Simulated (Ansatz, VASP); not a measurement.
## Cross-check of WC (Qusongite) between VASP and Ansatz

Wanted: the spread between two codes on one cell, functional and k mesh. The cell is taken from a series of runs on this material, whose earlier steps may have relaxed, scaled, displaced or heated it; both programs get it as it stands.

Main program and level: Ansatz 0.2.0; plane waves, with VASP 6.6.1 beside it; zone-centre phonons at PBEsol.

## 1. The starting structure

It takes space group P-6m2 (No. 187, hexagonal). The conventional cell has a = 2.888 Å, b = 2.888 Å, c = 2.885 Å, α = 90.00°, β = 90.00°, γ = 120.00°. Nearest to C lie 6 W at 2.20 Å. W has 6 C at 2.20 Å nearest. Farther neighbours are not listed.

Coordinates:

```xyz
2
Lattice="2.8881 0.0000 0.0000 -1.4441 2.5012 0.0000 0.0000 0.0000 2.8847" Properties=species:S:1:pos:R:3 pbc="T T T"
C     1.4441    0.8337    1.4423
W     2.8881    0.0000    0.0000
```

## 2. VASP: zone-centre phonons, PBEsol

Second derivatives magnify differences that forces hide, and they need a tight electronic threshold.

Lines of VASP's logs that name or quote its potential files are left out, and so is its time.

Contents of INCAR:

```
SYSTEM = WC
PREC = Accurate
ENCUT = 600
EDIFF = 1E-08
NELM = 120
ISMEAR = 1
SIGMA = 0.2
LREAL = .FALSE.
ALGO = Normal
GGA = PS
NBANDS = 11
LASPH = .TRUE.
LORBIT = 11
LWAVE = .FALSE.
LCHARG = .FALSE.
ISIF = 2
IBRION = 8
GGA_COMPAT = .FALSE.
KPAR = 2
```

Contents of POSCAR:

```
WC
1.0
    2.8881453923      0.0000000000      0.0000000000
   -1.4440726961      2.5012072796      0.0000000000
    0.0000000000      0.0000000000      2.8846584724
C W
1 1
Direct
    0.6666666674      0.3333333326      0.5000000000
    0.9999999992      0.0000000008      0.0000000000
```

Contents of KPOINTS:

```
Automatic mesh
0
Gamma
18 18 16
0 0 0
```

Potentials, in the order of the species: C and W (PBE family, release 64).

The run is started by

```
$ mpirun -np 2 vasp_std
```

Numbers of over 12 decimals in the logs are rounded to 6 here.

The program printed:

```text
[banner, memory and clock lines left out]
running    2 mpi-ranks, on    1 nodes
 distrk:  each k-point on    1 cores,    2 groups
 distr:  one band on    1 cores,    1 groups

 POSCAR found type information on POSCAR C W
 POSCAR found :  2 types and       2 ions
|                                                                             |
|               ----> ADVICE to this user running VASP <----                  |
|                                                                             |
|     You enforced a specific xc type in the INCAR file but a different       |
|     [... a line on the potential file left out ...]
|     I HOPE YOU KNOW WHAT YOU ARE DOING!                                     |
|                                                                             |

 LDA part: xc-table for (Slater+PW92), standard interpolation
 POSCAR, INCAR and KPOINTS ok, starting setup
 FFT: planning ... GRIDC
 FFT: planning ... GRID_SOFT
 FFT: planning ... GRID
 WAVECAR not read
 entering main loop
       N       E                     dE             d eps       ncg     rms          rms(c)
DAV:   1     0.274907013761E+02    0.27491E+02   -0.54962E+03  7326   0.928E+02
DAV:   2    -0.246715994810E+02   -0.52162E+02   -0.49662E+02  8386   0.213E+02
DAV:   3    -0.269028151957E+02   -0.22312E+01   -0.22002E+01  9126   0.367E+01
DAV:   4    -0.269199799349E+02   -0.17165E-01   -0.17159E-01  8078   0.363E+00
DAV:   5    -0.269200525930E+02   -0.72658E-04   -0.72655E-04  8961   0.238E-01    0.340E+01
DAV:   6    -0.240960981752E+02    0.28240E+01   -0.13114E+01  8745   0.219E+01    0.112E+01
DAV:   7    -0.240078588345E+02    0.88239E-01   -0.66442E-01  7527   0.634E+00    0.831E+00
DAV:   8    -0.239644863725E+02    0.43372E-01   -0.11374E-01  8045   0.254E+00    0.196E+00
DAV:   9    -0.239595649319E+02    0.49214E-02   -0.12538E-02  7983   0.724E-01    0.142E-01
DAV:  10    -0.239594623615E+02    0.10257E-03   -0.76044E-04  8417   0.245E-01    0.161E-01
DAV:  11    -0.239594525910E+02    0.97705E-05   -0.67149E-05  8642   0.568E-02    0.850E-03
DAV:  12    -0.239594499726E+02    0.26184E-05   -0.43910E-06  8270   0.136E-02    0.125E-02
DAV:  13    -0.239594499953E+02   -0.22670E-07   -0.53337E-07  9336   0.599E-03    0.778E-04
DAV:  14    -0.239594499788E+02    0.16490E-07   -0.14539E-08  4753   0.102E-03    0.883E-04
DAV:  15    -0.239594499871E+02   -0.82757E-08   -0.32197E-09  3900   0.456E-04
   1 F= -.23959450E+02 E0= -.23959633E+02  d E =0.550004E-03
 Linear response reoptimize wavefunctions to high precision
DAV:   1    -0.239594499850E+02    0.20541E-08   -0.21285E-10  5070   0.138E-04
DAV:   2    -0.239594499850E+02   -0.63665E-11   -0.10246E-11  3795   0.345E-05
 Linear response DOF=           4
 Linear response progress:
  Degree of freedom:   1/  4
       N       E                     dE             d eps       ncg     rms          rms(c)
RMM:   1    -0.117216332788E+00   -0.11722E+00    0.38485E-02 75496   0.203E+00
RMM:   2    -0.114780014580E+00    0.24363E-02   -0.21424E-03 50474   0.431E-01    0.199E-01
RMM:   3    -0.115085918058E+00   -0.30590E-03   -0.38426E-04 47961   0.134E-01    0.106E-01
RMM:   4    -0.115816435172E+00   -0.73052E-03   -0.28393E-04 47753   0.109E-01    0.242E-02
RMM:   5    -0.115776692144E+00    0.39743E-04   -0.39371E-06 52656   0.189E-02    0.135E-03
RMM:   6    -0.115789617519E+00   -0.12925E-04    0.16426E-07 53121   0.229E-03    0.468E-04
RMM:   7    -0.115786428754E+00    0.31888E-05    0.18408E-07 54174   0.400E-04    0.811E-05
RMM:   8    -0.115786744084E+00   -0.31533E-06   -0.16211E-08 53828   0.812E-05    0.287E-05
RMM:   9    -0.115786617781E+00    0.12630E-06    0.17593E-09 54998   0.221E-05    0.344E-06
RMM:  10    -0.115786601590E+00    0.16192E-07   -0.66698E-09 53382   0.475E-06    0.860E-07
RMM:  11    -0.115786598730E+00    0.28591E-08   -0.92416E-10 38620   0.216E-06    0.385E-07
 first order change of Fermi-energy   0.42967E-05
 force on displaced ion       1 direction 1 : -15.182   0.002   0.000
 Linear response progress:
  Degree of freedom:   2/  4
       N       E                     dE             d eps       ncg     rms          rms(c)
RMM:   1    -0.121185193821E+00   -0.12119E+00    0.67092E-02 26775   0.215E+00
RMM:   2    -0.120460686170E+00    0.72451E-03   -0.23240E-03 17921   0.461E-01    0.188E-01
RMM:   3    -0.120576531201E+00   -0.11585E-03   -0.82145E-04 17008   0.185E-01    0.915E-02
RMM:   4    -0.121435044236E+00   -0.85851E-03   -0.56712E-04 17470   0.140E-01    0.223E-02
RMM:   5    -0.121416903397E+00    0.18141E-04   -0.10578E-05 18386   0.232E-02    0.299E-03
RMM:   6    -0.121453403659E+00   -0.36500E-04   -0.80883E-07 17955   0.593E-03    0.485E-04
RMM:   7    -0.121453282821E+00    0.12084E-06   -0.24544E-08 19007   0.956E-04    0.219E-04
RMM:   8    -0.121452010033E+00    0.12728E-05    0.63381E-09 18830   0.130E-04    0.426E-05
RMM:   9    -0.121451879199E+00    0.13083E-06    0.10722E-08 19088   0.467E-05    0.148E-05
RMM:  10    -0.121451802837E+00    0.76363E-07    0.65692E-09 19455   0.209E-05    0.930E-07
RMM:  11    -0.121451804916E+00   -0.20797E-08    0.17494E-09 17786   0.437E-06    0.348E-07
 first order change of Fermi-energy   0.31137E-03
 force on displaced ion       1 direction 3 :  -0.000  -0.000 -12.883
 Linear response progress:
  Degree of freedom:   3/  4
       N       E                     dE             d eps       ncg     rms          rms(c)
RMM:   1    -0.108980840060E+00   -0.10898E+00   -0.87874E-02 64424   0.192E+00
RMM:   2    -0.106146457118E+00    0.28344E-02   -0.18442E-03 49564   0.346E-01    0.204E-01
RMM:   3    -0.105165682930E+00    0.98077E-03   -0.35001E-04 51694   0.114E-01    0.119E-01
RMM:   4    -0.104701357949E+00    0.46432E-03   -0.55665E-04 51770   0.143E-01    0.189E-02
RMM:   5    -0.104717148243E+00   -0.15790E-04    0.29743E-06 53656   0.166E-02    0.365E-03
RMM:   6    -0.104718863968E+00   -0.17157E-05   -0.45809E-07 53679   0.234E-03    0.134E-03
RMM:   7    -0.104718781814E+00    0.82154E-07    0.55415E-08 53793   0.984E-04    0.109E-04
RMM:   8    -0.104717948468E+00    0.83335E-06   -0.54249E-08 53967   0.201E-04    0.193E-05
RMM:   9    -0.104717947265E+00    0.12030E-08    0.12992E-07 55960   0.455E-05    0.513E-06
RMM:  10    -0.104717955436E+00   -0.81712E-08   -0.51315E-09 56579   0.111E-05    0.364E-06
 first order change of Fermi-energy  -0.62415E-04
 force on displaced ion       2 direction 1 : -15.184   0.002   0.000
 Linear response progress:
  Degree of freedom:   4/  4
       N       E                     dE             d eps       ncg     rms          rms(c)
RMM:   1    -0.115213931203E+00   -0.11521E+00   -0.96649E-02 23745   0.196E+00
RMM:   2    -0.111244138272E+00    0.39698E-02   -0.23938E-03 17441   0.408E-01    0.174E-01
RMM:   3    -0.110640029643E+00    0.60411E-03   -0.21335E-04 18257   0.102E-01    0.964E-02
RMM:   4    -0.110563797519E+00    0.76232E-04   -0.34585E-04 18088   0.124E-01    0.136E-02
RMM:   5    -0.110577364145E+00   -0.13567E-04   -0.38900E-06 19008   0.143E-02    0.473E-03
RMM:   6    -0.110590426935E+00   -0.13063E-04   -0.41719E-08 19029   0.211E-03    0.117E-03
RMM:   7    -0.110591473960E+00   -0.10470E-05    0.95793E-09 18743   0.697E-04    0.280E-04
RMM:   8    -0.110591252158E+00    0.22180E-06    0.44336E-08 19390   0.186E-04    0.861E-05
RMM:   9    -0.110590748270E+00    0.50389E-06    0.34361E-08 19521   0.616E-05    0.549E-06
RMM:  10    -0.110590728156E+00    0.20114E-07    0.76098E-09 20047   0.112E-05    0.199E-06
RMM:  11    -0.110590723859E+00    0.42974E-08    0.28294E-10 16919   0.356E-06    0.510E-07
 first order change of Fermi-energy  -0.55130E-03
 force on displaced ion       2 direction 3 :   0.000  -0.000 -12.887
 Linear response finished
```

OUTCAR, selected parts (step 2):

```text
ion  position               nearest neighbor table
   1  0.667  0.333  0.500-   2 2.20   2 2.20   2 2.20   2 2.20   2 2.20   2 2.20
   2  1.000  0.000  0.000-   1 2.20   1 2.20   1 2.20   1 2.20   1 2.20   1 2.20

  LATTYP: Found a hexagonal cell.
 ALAT       =     2.8881453923
 C/A-ratio  =     0.9987926785

 Subroutine GETGRP returns: Found 12 space group operations
 (whereof 12 operations were pure point group operations)

The static configuration has the point symmetry D_3h.

 Found    333 irreducible k-points:

   k-points           NKPTS =    333   k-points in BZ     NKDIM =    333   number of bands    NBANDS=     11

   dimension x,y,z NGX =    24 NGY =   24 NGZ =   24
   dimension x,y,z NGXF=    48 NGYF=   48 NGZF=   48

   ENCUT  =  600.0 eV  44.10 Ry    6.64 a.u.   5.77  5.77  5.76*2*pi/ulx,y,z

   NELECT =      10.0000    total number of electrons

 k-points in reciprocal lattice and weights: Automatic mesh
   0.00000000  0.00000000  0.00000000       0.000
   0.05555556 -0.00000000  0.00000000       0.001
   0.11111111 -0.00000000  0.00000000       0.001
   0.16666667  0.00000000  0.00000000       0.001
   0.22222222  0.00000000  0.00000000       0.001
   0.27777778  0.00000000  0.00000000       0.001
   0.33333333 -0.00000000  0.00000000       0.001
   0.38888889 -0.00000000  0.00000000       0.001
   0.44444444  0.00000000  0.00000000       0.001
[...]
0.33333333  0.27777778  0.50000000       0.002
   0.33333333  0.33333333  0.50000000       0.000

 average (electrostatic) potential at core
       1 -46.3715       2 -37.1452

  Total       -0.1289349     -0.1289349     -2.3211791     -0.0000000      0.0000000      0.0000000
  in kB       -9.9132905     -9.9132905   -178.4662493     -0.0000000      0.0000000      0.0000000
  external PRESSURE =     -66.0976101 kB  Pullay stress =       0.0000000 kB

  energy-cutoff  :      600.00
  volume of cell :       20.84
      direct lattice vectors                 reciprocal lattice vectors
     2.888145392  0.000000000  0.000000000     0.346242957  0.199903464  0.000000000
    -1.444072696  2.501207280  0.000000000     0.000000000  0.399806929  0.000000000
     0.000000000  0.000000000  2.884658472     0.000000000  0.000000000  0.346661489

 POSITION                                       TOTAL-FORCE (eV/Angst)
 -----------------------------------------------------------------------------------
      1.44407      0.83374      1.44233         0.000000      0.000000      0.000000
      2.88815      0.00000      0.00000        -0.000000     -0.000000      0.000000
 -----------------------------------------------------------------------------------
    total drift:                               -0.000001      0.000001      0.000000

 Eigenvectors and eigenvalues of the dynamical matrix
 ----------------------------------------------------

   1 f  =   18.141464 THz   113.986181 2PiTHz  605.134105 cm-1    75.027033 meV
             X         Y         Z           dx          dy          dz
      1.444073  0.833736  1.442329    -0.393053   -0.885539   -0.000000
      2.888145  0.000000  0.000000     0.100468    0.226353   -0.000000

   2 f  =   18.141464 THz   113.986181 2PiTHz  605.134105 cm-1    75.027033 meV
             X         Y         Z           dx          dy          dz
      1.444073  0.833736  1.442329     0.885539   -0.393053   -0.000000
      2.888145  0.000000  0.000000    -0.226353    0.100468   -0.000000

   3 f  =   16.711283 THz   105.000091 2PiTHz  557.428416 cm-1    69.112284 meV
             X         Y         Z           dx          dy          dz
      1.444073  0.833736  1.442329    -0.000000    0.000000    0.968843
      2.888145  0.000000  0.000000     0.000000    0.000000   -0.247675

   4 f/i=    0.000198 THz     0.001242 2PiTHz    0.006592 cm-1     0.000817 meV
             X         Y         Z           dx          dy          dz
      1.444073  0.833736  1.442329     0.085374   -0.232466   -0.000000
      2.888145  0.000000  0.000000     0.334003   -0.909457   -0.000000

   5 f/i=    0.000198 THz     0.001242 2PiTHz    0.006592 cm-1     0.000817 meV
             X         Y         Z           dx          dy          dz
      1.444073  0.833736  1.442329    -0.232466   -0.085374   -0.000000
      2.888145  0.000000  0.000000    -0.909457   -0.334003   -0.000000

   6 f/i=    0.000652 THz     0.004099 2PiTHz    0.021763 cm-1     0.002698 meV
             X         Y         Z           dx          dy          dz
      1.444073  0.833736  1.442329    -0.000000   -0.000000    0.247675
      2.888145  0.000000  0.000000    -0.000000   -0.000000    0.968843

 ELASTIC MODULI CONTR FROM IONIC RELAXATION (kBar)
 Direction    XX          YY          ZZ          XY          YZ          ZX
 --------------------------------------------------------------------------------
 XX        -114.8095    114.8095     -0.0000     -0.0000      0.0000      0.0000
 YY         114.8095   -114.8095      0.0000     -0.0000     -0.0000     -0.0000
 ZZ          -0.0000      0.0000     -0.0000     -0.0000      0.0000      0.0000
 XY          -0.0000     -0.0000     -0.0000   -114.8095      0.0000      0.0000
 YZ           0.0000     -0.0000      0.0000      0.0000     -0.0000      0.0000
 ZX           0.0000     -0.0000      0.0000      0.0000      0.0000     -0.0000
 --------------------------------------------------------------------------------
```

The data set W keeps the semicore shell frozen, which is cheaper and a little less accurate.

(Part 1 of 2 ends here.)

[Lines on the potential files, build, host, timing and source positions are cut from VASP's logs without a mark.]

[Logs are printed without paths, hosts, clocks, repeated set-up lines and the standing remarks that a program may print on its own settings, such as how far it seeks lower states.]

[Hosts, paths, dates, database ids (printed as entryN), source tags and the programs' standing remarks are cut or masked in the printed files.]
